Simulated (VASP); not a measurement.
Given:

```yaml
crystal:
  lattice:
    - [1.65104, -2.85968, 0.00000]
    - [1.65104, 2.85968, 0.00000]
    - [0.00000, 0.00000, 13.07068]
  atoms:
    - { symbol: W, position: [0.33333, 0.66667, 0.25000] }
    - { symbol: W, position: [0.66667, 0.33333, 0.75000] }
    - { symbol: Se, position: [0.33333, 0.66667, 0.87912] }
    - { symbol: Se, position: [0.66667, 0.33333, 0.37912] }
    - { symbol: Se, position: [0.66667, 0.33333, 0.12088] }
    - { symbol: Se, position: [0.33333, 0.66667, 0.62088] }
```

The numbers are results of rev-vdW-DF2, VASP's PBE PAW potentials (set 64) (plane waves; VASP 6.6.1), not measurements. Numerical set-up: 520 eV cut-off, 8×8×2 Γ-centred mesh, Gaussian smearing of 0.050 eV, potentials W_sv Se.

What does the run give for the energy per atom (σ→0)?

The energy per atom (σ→0) is -5.408 eV/atom.

The absolute energy has meaning only against runs of the same code, potentials and settings.

The compound is WSe2 in the 2H layered structure. It was relaxed first.
